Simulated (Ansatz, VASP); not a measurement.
# Cross-check of Rb (Rubidium) between VASP and Ansatz

Aim: how closely do two programs agree when they are given the same cell, functional and k mesh?

Method: plane waves, with VASP 6.6.1 beside it; single point at PBE, in Ansatz 0.2.0.

### Step 1. Starting point

It takes space group Im-3m (No. 229, cubic). Conventional cell: a = 5.607 Å, b = 5.607 Å, c = 5.607 Å, α = 90.00°, β = 90.00°, γ = 90.00°. Rb has 8 Rb at 4.86 Å nearest.

### Step 2. VASP: single point, PBE

With cell and atoms fixed, the geometry can't cause a difference; cores, projectors, grids and the points listed under the comparison can.

Lines of VASP's logs that name or quote its potential files are left out, and so is its time.

INCAR

```
SYSTEM = Rb
PREC = Accurate
ENCUT = 400
EDIFF = 1E-06
NELM = 100
ISMEAR = -1
SIGMA = 0.05
LREAL = .FALSE.
ALGO = Normal
GGA = PE
NBANDS = 10
LORBIT = 11
LWAVE = .FALSE.
LCHARG = .TRUE.
ISIF = 2
LELF = .TRUE.
LVHAR = .TRUE.
```

POSCAR

```
Rb
1.0
   -2.8035000000      2.8035000000      2.8035000000
    2.8035000000     -2.8035000000      2.8035000000
    2.8035000000      2.8035000000     -2.8035000000
Rb
1
Direct
    0.0000000000      0.0000000000      0.0000000000
```

KPOINTS

```
Automatic mesh
0
Gamma
6 6 6
0 0 0
```

Potentials, in the order of the species: Rb_sv (PBE family, release 64).

Started as:

```
$ mpirun -np 2 vasp_std
```

Numbers of over 12 decimals in the logs are rounded to 6 here.

The program printed:

```text
[banner, memory and clock lines left out]
running    2 mpi-ranks, on    1 nodes
 distrk:  each k-point on    2 cores,    1 groups
 distr:  one band on    1 cores,    2 groups

 POSCAR found type information on POSCAR Rb
 POSCAR found :  1 types and       1 ions
 LDA part: xc-table for (Slater+PW92), standard interpolation
 POSCAR, INCAR and KPOINTS ok, starting setup
 FFT: planning ... GRIDC
 FFT: planning ... GRID_SOFT
 FFT: planning ... GRID
 WAVECAR not read
 entering main loop
       N       E                     dE             d eps       ncg     rms          rms(c)
DAV:   1     0.411598663305E+02    0.41160E+02   -0.28984E+03   320   0.543E+02
DAV:   2     0.189327727197E+01   -0.39267E+02   -0.38627E+02   354   0.119E+02
DAV:   3    -0.783379407526E+00   -0.26767E+01   -0.26731E+01   458   0.303E+01
DAV:   4    -0.924043937410E+00   -0.14066E+00   -0.14061E+00   430   0.574E+00
DAV:   5    -0.924998138237E+00   -0.95420E-03   -0.95419E-03   450   0.560E-01    0.123E+00
DAV:   6    -0.925464140718E+00   -0.46600E-03   -0.18706E-03   414   0.245E-01    0.742E-01
DAV:   7    -0.926277238670E+00   -0.81310E-03   -0.32010E-03   380   0.315E-01    0.466E-02
DAV:   8    -0.926386559075E+00   -0.10932E-03   -0.13552E-04   354   0.902E-02    0.161E-02
DAV:   9    -0.926395279588E+00   -0.87205E-05   -0.81104E-06   434   0.212E-02    0.491E-03
DAV:  10    -0.926394933883E+00    0.34571E-06   -0.30147E-06   360   0.946E-03
   1 F= -.92639493E+00 E0= -.91850232E+00  d E =-.157852E-01
```

OUTCAR, selected parts (step 2):

```text
ion  position               nearest neighbor table
   1  0.000  0.000  0.000-

  LATTYP: Found a body centered cubic cell.
 ALAT       =     5.6070000000

 Subroutine GETGRP returns: Found 48 space group operations
 (whereof 48 operations were pure point group operations)

The static configuration has the point symmetry O_h .

 Found     16 irreducible k-points:

   k-points           NKPTS =     16   k-points in BZ     NKDIM =     16   number of bands    NBANDS=     10

   dimension x,y,z NGX =    32 NGY =   32 NGZ =   32
   dimension x,y,z NGXF=    64 NGYF=   64 NGZF=   64

   ENCUT  =  400.0 eV  29.40 Ry    5.42 a.u.   7.92  7.92  7.92*2*pi/ulx,y,z

   NELECT =       9.0000    total number of electrons

 k-points in reciprocal lattice and weights: Automatic mesh
   0.00000000  0.00000000  0.00000000       0.005
   0.16666667  0.00000000  0.00000000       0.056
   0.33333333  0.00000000  0.00000000       0.056
   0.50000000  0.00000000  0.00000000       0.028
   0.16666667  0.16666667  0.00000000       0.111
   0.33333333  0.16666667  0.00000000       0.222
   0.33333333  0.33333333  0.00000000       0.037
   0.16666667  0.16666667  0.16666667       0.037
   0.33333333  0.16666667  0.16666667       0.056
[...]
0.50000000  0.50000000  0.33333333       0.056
   0.50000000  0.50000000  0.50000000       0.005

 average (electrostatic) potential at core
       1 -41.1338

 E-fermi :   0.0998

 k-point     1 :       0.0000    0.0000    0.0000
  band No.  band energies     occupation
      1     -28.8008      2.00000
      2     -12.8399      2.00000
      3     -12.8399      2.00000
      4     -12.8399      2.00000
      5      -1.9290      2.00000
      6       3.7936      0.00000
      7       3.7936      0.00000
      8       3.7936      0.00000
      9       4.7498      0.00000
     10       4.7498      0.00000

 k-point     2 :       0.1667    0.0000    0.0000
  band No.  band energies     occupation
      1     -28.7996      2.00000
      2     -12.8672      2.00000
      3     -12.8489      2.00000
      4     -12.8399      2.00000
      5      -1.5963      2.00000
      6       3.1973      0.00000
      7       3.4047      0.00000
      8       4.1055      0.00000
      9       4.4829      0.00000
     10       4.6649      0.00000

 k-point     3 :       0.3333    0.0000    0.0000
  band No.  band energies     occupation
      1     -28.7971      2.00000
      2     -12.9206      2.00000
      3     -12.8666      2.00000
      4     -12.8400      2.00000
      5      -0.6887      2.00000
      6       1.9316      0.00000
      7       2.8783      0.00000
      8       4.6095      0.00000
      9       4.7752      0.00000
     10       4.9998      0.00000

  Total        0.0637280      0.0637280      0.0637280      0.0000000     -0.0000000      0.0000000
  in kB        1.1584553      1.1584553      1.1584553      0.0000000     -0.0000000      0.0000000
  external PRESSURE =       1.1584553 kB  Pullay stress =       0.0000000 kB

  energy-cutoff  :      400.00
  volume of cell :       88.14
      direct lattice vectors                 reciprocal lattice vectors
    -2.803500000  2.803500000  2.803500000     0.000000000  0.178348493  0.178348493
     2.803500000 -2.803500000  2.803500000     0.178348493  0.000000000  0.178348493
     2.803500000  2.803500000 -2.803500000     0.178348493  0.178348493  0.000000000

 POSITION                                       TOTAL-FORCE (eV/Angst)
 -----------------------------------------------------------------------------------
      0.00000      0.00000      0.00000         0.000000      0.000000      0.000000
 -----------------------------------------------------------------------------------
    total drift:                                0.000000      0.000000     -0.000000

  FREE ENERGIE OF THE ION-ELECTRON SYSTEM (eV)
  ---------------------------------------------------
  free  energy   TOTEN  =        -0.9263949339 eV

  energy  without entropy=       -0.9106096993  energy(sigma->0) =       -0.91850232

 total charge
# of ion       s       p       d       tot
------------------------------------------
    1        1.965   5.324   0.006   7.295

[... 3 further parts left out ...]
```

The run ends at a pressure of 0.12 GPa.

### Step 3. Ansatz: single point, PBE

Ansatz runs on its default PAW (the set named soft_2) files.

The same cell, functional, mesh and smearing now go to Ansatz, which takes its cutoff from its data sets.

input.yaml

```yaml
crystal:
  lattice:
    - [-2.8035, 2.8035, 2.8035]
    - [2.8035, -2.8035, 2.8035]
    - [2.8035, 2.8035, -2.8035]
  atoms:
    - { symbol: Rb, position: [0.0, 0.0, 0.0] }
hamiltonian:
  xc: pbe
  pseudopotentials: { kind: paw }
kpoints:
  mp_grid: { grid: [6, 6, 6] }
scf:
  occupations: { method: fermi_dirac, width: 0.05 }
  n_extra_bands: 4
output:
  forces: true
  stress: true
  eigenvalues: true
  write_density: true
  write_potential: true
  elf: true
  volumetric_format: npy
```

Started as:

```
$ ansatz run input.yaml --threads 2 --pin off --max-ram 4608MiB --backend cpu --events-out ev --progress --plain --runs-dir out
```

The program printed:

```text
scf.n_extra_bands = 4 over 5 filled bands (N_el = 9.0): the run solves 9 bands
Engine: ansatz 0.2.0, aarch64-unknown-linux-gnu
Pseudopotentials: kind: paw
Pseudopotential: Rb, paw, valence charge 9, recommended cutoff 420 eV (normal), Rb.paw.azcp
Functional definition: PBE
  parameter kappa = 0.804
  parameter beta = 0.066725
  exchange = pbe_x(kappa = kappa, mu = beta*pi^2/3)
  correlation = pbe_c(beta = beta)
Crystal: 1 atoms, lattice volume = 88.138 Å³
Basis set: ecut = 420 eV, 1721 PW (Γ), exchange–correlation on 72×72×72 points (8 copies of the dense FFT grid, shifted against one another)
Bands: 9, of which v1, the nominal top of the filled ones, is band 5 counted from 1 (4 counted from 0)
Symmetry: 48 space group operations
Space group: Im-3m (ITA 229), of the structure as read, at distance tolerance 4.5e-5 Å
k-points: 16 of 216
Non-local potential: Rb, projectors of the file, l = 0: 3, l = 1: 2, l = 2: 2
PAW form: soft (Blöchl's): semilocal exchange-correlation on the pseudo side does not see the compensation charge
PAW one-centre angular grid: Rb, 110 points (default); XC on 64 Gauss nodes
Initial density: superposition of atomic densities (neutral atoms: chi_scale 0, normalization atom), corrected by the library's trained network
Initial wavefunctions: pseudopotential atomic-orbital guess
Functional: x = pbe(κ = 0.804, μ = 0.219515), c = pbe(β = 0.066725)
SCF iter   1: F=—  HF=-3267.339081 eV  |F-HF|=—  |Δ(HF+E_count)|=         —  Δρ=1.20e-4  dr2=7.12e-6  ethr=1.77e-3  ⟨swp⟩=7.0  Hψ=1216  notcnv=0
preconditioner: auto → none  [insulator: Δε(μ)=0.229 eV  Ē_g=3.691 eV  σ=0.050 eV  W_gap=0.55  n_scr=12 (ndim 8)  ℏωp=4.0 eV  f_vac=0.000  D(μ)=2.23/eV (n_scr^D=12)  ε∞_Penn≈2.1]
SCF iter   2: F=—  HF=-3267.339740 eV  |F-HF|=—  |Δ(HF+E_count)|=   6.58e-4  Δρ=7.45e-5  dr2=2.89e-6  ethr=7.91e-8  ⟨swp⟩=3.8  Hψ=449  notcnv=0
SCF iter   3: F=—  HF=-3267.339738 eV  |F-HF|=—  |Δ(HF+E_count)|=   1.85e-6  Δρ=3.24e-5  dr2=4.11e-7  ethr=3.22e-8  ⟨swp⟩=2.5  Hψ=218  notcnv=0
iter 4 did not close the SCF: its close was put off for the readings that it lacked (scf_convergence_deferred on its scf_iter line)
SCF iter   4: F=-3267.339738 eV  HF=-3267.339738 eV  |F-HF|=6.57e-9  |Δ(HF+E_count)|=   6.98e-8  Δρ=4.23e-6  dr2=1.23e-8  ethr=4.57e-9  ⟨swp⟩=2.0  Hψ=202  notcnv=0
iter 5 did not close the SCF: its close was put off for the readings that it lacked (scf_convergence_deferred on its scf_iter line)
SCF iter   5: F=-3267.339738 eV  HF=-3267.339738 eV  |F-HF|=3.70e-10  |Δ(HF+E_count)|=   8.49e-9  Δρ=1.31e-6  dr2=1.11e-9  ethr=1.37e-10  ⟨swp⟩=2.1  Hψ=216  notcnv=0
SCF iter   6: F=-3267.339738 eV  HF=-3267.339738 eV  |F-HF|=2.18e-11  |Δ(HF+E_count)|=  4.69e-10  Δρ=2.56e-7  dr2=6.59e-11  ethr=1.23e-11  ⟨swp⟩=4.9  Hψ=651  notcnv=0
SCF 1 converged in 6 iterations: F = -3267.339738 eV  dr2 = 6.59e-11
  greatest PAW one-centre occupation: 0.975 electrons in one spin orbital (limit 2), on the Rb atom at site 0 (counted from 0), in its partial waves of l = 0
SCF converged after 6 iterations
Free energy (F): -3267.339738 eV
Harris-Foulkes:  -3267.339738 eV  (|F-HF|=2.18e-11)
Internal energy: -3267.323952 eV  (E = F + TS)
E sigma→0 (E₀):  -3267.331845 eV
Entropy (-TS):   -0.015786 eV (-15.786 meV/atom)
Fermi energy:    2.092629 eV
--- Per-component energies (eV) ---
  E_band       = -117.582346
  E_kinetic    = 190.848272
  E_local      = -702.029624  (includes V_loc(G=0)·N_el)
  E_nonlocal   = 173.604169
  E_hartree    = 196.095478
  E_xc         = -129.301168
  E_vxc        = -135.219272  (∫ρ·V_xc dr)
  E_paw        = -2618.023386  (= ΣΔE_a)
  E_vpaw       = -36.976958  (= ΣTr[D̂ρ^β])
  E_aug_tail   = -0.000001  (compensation charges beyond the density's cutoff)
  E_ewald      = -378.517691
  E_smearing   = -0.015786  (= −TS)
  E_closure    = 0.000000  (closes the sum)
  Σ components = -3267.339738   (vs F -3267.339738, Δ=0.00e0)
--- Forces (eV/Å), atoms counted from 1 ---
  atom   1  Rb     0.00000000    -0.00000000    -0.00000000
  max |Σ_I F_I| component: 2.47e-32 eV/Å
--- Stress (GPa, compression-positive) ---
        0.119509       0.000000      -0.000000
       -0.000000       0.119509       0.000000
        0.000000       0.000000       0.119509
  P = ⅓ Tr σ = 0.1195 GPa (1.195 kbar)
--- Band table (eV; the first three rows and the last of 16) ---
  k-point 0: bands = ["-26.8055", "-10.8448", "-10.8448", "-10.8448", "0.0641", "5.7861", "5.7861", "5.7861", "6.7419"]
  k-point 1: bands = ["-26.8043", "-10.8721", "-10.8537", "-10.8448", "0.3967", "5.1884", "5.3966", "6.0970", "6.4741"]
  k-point 2: bands = ["-26.8018", "-10.9255", "-10.8715", "-10.8448", "1.3042", "3.9236", "4.8707", "6.6014", "6.7622"]
  k-point 15: bands = ["-26.7967", "-10.9211", "-10.9211", "-10.9211", "3.3147", "3.3147", "5.4098", "5.4098", "5.4098"]
```

It took 0.8 s on 2 threads of Arm Neoverse V1, shared host; peak memory 0.29 GiB; 1.4 s of CPU time.

Reading the cycles: dr2 is the Hartree energy of the density residual (eV), the measure of convergence; HF is the Harris–Foulkes estimate of the energy, which meets the free energy F at convergence.

The run ends at a pressure of 0.12 GPa.

### Step 4. Comparison

Known differences besides the potentials themselves: the cutoff is 420 eV in Ansatz and 400 eV in VASP; VASP leaves aspherical gradient terms in its spheres out (LASPH is not set), Ansatz keeps them. Total energies have different zeros and are not compared.

Compared:

```
      quantity  Ansatz  VASP  difference
pressure (GPa)    0.12  0.12        0.00
```

### Step 5. Outcome

```
difference in pressure (single point, PBE) : 0.0037 GPa
```

In words: The difference in pressure is 0.0037 GPa (single point, PBE), within the 1 GPa picked in this series as the mark of a large difference. How closely two codes agree says nothing of how well the functional describes the real material.

[Lines on the potential files, build, host, timing and source positions are cut from VASP's logs without a mark.]

[Logs are printed without paths, hosts, clocks, repeated set-up lines and the standing remarks that a program may print on its own settings, such as how far it seeks lower states.]

[Hosts, paths, dates, database ids (printed as entryN), source tags and the programs' standing remarks are cut or masked in the printed files.]
